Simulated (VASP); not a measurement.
Given:

```
CELL_PARAMETERS angstrom
      3.61222     0.00000     0.00000
     -1.80611     3.12827     0.00000
      0.00000     0.00000    18.55605
ATOMIC_POSITIONS crystal
  S  0.66667 0.33333 0.42088
  S  0.33333 0.66667 0.57912
  Sn 0.00000 0.00000 0.50000
```

All values below come from LDA (Ceperley-Alder, Perdew-Zunger), VASP's LDA PAW potentials (set 64) (plane waves; VASP). Run with PREC = Normal, 400 eV cut-off, 12×12×1 Γ-centred mesh, Gaussian smearing of 0.050 eV, potentials S Sn_d.

Task: Predict the energy per atom (σ→0).

Result: 
```json
{
  "energy per atom (σ→0)": "-4.982 eV/atom"
}
```

Total energies compare only between runs with the same potentials, cut-off and functional.

The cell is a sheet with vacuum, built from SnS2 (1T layered).
